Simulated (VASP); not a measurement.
Calculation: revPBE GGA, VASP's PBE PAW potentials (set 64) (plane waves; VASP).

A VASP calculation is set up with these files.

INCAR:
```
# general
SYSTEM  = ZnS
PREC    = Accurate
ENCUT   = 520
LREAL   = .False.
LASPH   = .True.
ICHARG  = 11

# electronic loop
EDIFF   = 1E-7
NELM    = 100
ALGO    = Normal
LMAXMIX = 4

# smearing
ISMEAR  = 0
SIGMA   = 0.05

# functional
GGA     = RE

# output
LWAVE   = .False.
LCHARG  = .False.
LORBIT  = 11
```

KPOINTS:
```
k-points along high-symmetry lines
15
Line-mode
Reciprocal
  0.000000   0.000000   0.000000 ! GAMMA
 -0.500000  -0.500000   0.000000 ! X

 -0.500000  -0.500000   0.000000 ! X
 -0.375000  -0.375000   0.250000 ! U

 -0.375000   0.000000   0.375000 ! K
  0.000000   0.000000   0.000000 ! GAMMA

  0.000000   0.000000   0.000000 ! GAMMA
  0.000000   0.000000   0.500000 ! L

  0.000000   0.000000   0.500000 ! L
 -0.500000  -0.250000   0.250000 ! W

 -0.500000  -0.250000   0.250000 ! W
 -0.500000  -0.500000   0.000000 ! X
```

File POSCAR:
```
ZnS
1
    0.0000000000     2.7478485135     2.7478485135
    2.7478485135     0.0000000000     2.7478485135
    2.7478485135     2.7478485135     0.0000000000
Zn S
1 1
Direct
  0.0000000000   0.0000000000   0.0000000000
  0.2500000000   0.2500000000   0.2500000000
```

POTCAR, in this order: Zn S (PBE.64 set). Program: vasp_std. Read from the step before: CHGCAR.

What VASP printed:

OSZICAR:
```
       N       E                     dE             d eps       ncg     rms          rms(c)
DAV:   1     0.887257173699E+02    0.88726E+02   -0.93239E+03  2340   0.165E+03
DAV:   2     0.762826197457E+00   -0.87963E+02   -0.83386E+02  2555   0.287E+02
DAV:   3    -0.530571362192E+01   -0.60685E+01   -0.59835E+01  2900   0.725E+01
DAV:   4    -0.538142721760E+01   -0.75714E-01   -0.75683E-01  2630   0.848E+00
DAV:   5    -0.538250068974E+01   -0.10735E-02   -0.10734E-02  2865   0.984E-01
DAV:   6    -0.538252451460E+01   -0.23825E-04   -0.23825E-04  2730   0.147E-01
DAV:   7    -0.538252518432E+01   -0.66972E-06   -0.66969E-06  2885   0.237E-02
DAV:   8    -0.538252520354E+01   -0.19222E-07   -0.19243E-07  2465   0.414E-03
   1 F= -.53825252E+01 E0= -.53825252E+01  d E =-.998565E-15
```

**OUTCAR**
```
 val. band max:        1.7346970340   @ k =   0.0000   0.0000   0.0000

 cond. band min:       3.7555580201   @ k =   0.0000   0.0000   0.0000



 k-point     1 :       0.0000    0.0000    0.0000
  band No.  band energies     occupation
      1     -11.0543      2.00000
      2      -4.3838      2.00000
      3      -4.3838      2.00000
      4      -4.3838      2.00000
      5      -3.9402      2.00000
      6      -3.9402      2.00000
      7       1.7347      2.00000
      8       1.7347      2.00000
      9       1.7347      2.00000
     10       3.7556      0.00000
     11       8.2018      0.00000
     12       8.2018      0.00000
     13       8.2018      0.00000

 k-point     2 :      -0.0357   -0.0357    0.0000
  band No.  band energies     occupation
      1     -11.0425      2.00000
      2      -4.3849      2.00000
      3      -4.3808      2.00000
      4      -4.3808      2.00000
      5      -3.9414      2.00000
      6      -3.9393      2.00000
      7       1.6066      2.00000
      8       1.7012      2.00000
      9       1.7012      2.00000
     10       3.8954      0.00000
     11       8.1337      0.00000
     12       8.2529      0.00000
     13       8.2529      0.00000

 k-point     3 :      -0.0714   -0.0714    0.0000
  band No.  band energies     occupation
      1     -11.0073      2.00000
      2      -4.3883      2.00000
      3      -4.3720      2.00000
      4      -4.3720      2.00000
      5      -3.9451      2.00000
      6      -3.9369      2.00000
      7       1.2962      2.00000
      8       1.6048      2.00000
      9       1.6048      2.00000
     10       4.2384      0.00000
     11       7.9463      0.00000
     12       8.4025      0.00000
     13       8.4025      0.00000

 k-point     4 :      -0.1071   -0.1071    0.0000
  band No.  band energies     occupation
      1     -10.9498      2.00000
      2      -4.3931      2.00000
      3      -4.3576      2.00000
      4      -4.3576      2.00000
...
```

The density is held fixed in this step, so its total energy and stress have no physical meaning.

The compound is ZnS in the zinc blende structure. It was relaxed first.
